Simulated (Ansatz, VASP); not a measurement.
## Zr3F2: VASP beside Ansatz

```
CELL_PARAMETERS angstrom
2.31197 1.33482 5.87019
-2.31197 1.33482 5.87019
0.00000 -2.66963 5.87019
ATOMIC_POSITIONS crystal
Zr 0.38924 0.38924 0.38924
Zr 0.61076 0.61076 0.61076
Zr 0.00000 0.00000 0.00000
F 0.88095 0.88095 0.88095
F 0.11905 0.11905 0.11905
```

Change from the starting cell: species swapped into the Li3Ga2 type (R-3m, No. 166).

Alike in both runs: functional PBE; k mesh 6 × 6 × 6; occupations gaussian, width 0.1 eV; no spin polarisation.

Ansatz relaxed the structure, and its values are those at the end. VASP's run is a single point on that final structure, the one shown.

|  | VASP | Ansatz |
| --- | --- | --- |
| version | VASP 6.6.1 | Ansatz 0.2.0 |
| potentials or method | VASP PAW PBE potentials, release 64 (Zr_sv, F) | scalar-relativistic, plane waves, PAW |
| plane-wave cutoff (eV) | 520 | 420 |
| valence electrons in the cell | 50 | 50 |

VASP gave:

```
gap on the k mesh at the Fermi level (eV) : none
pressure (GPa)                            : 0.2
rms of the force components (eV/Å)        : 0.019
```

Question: Estimate Ansatz's values.

Answer: gap on the k mesh at the Fermi level (eV): none; pressure (GPa): 0.2; rms of the force components (eV/Å): 0.017.

A gap of «none» marks a metal or a gap that the smearing closes.
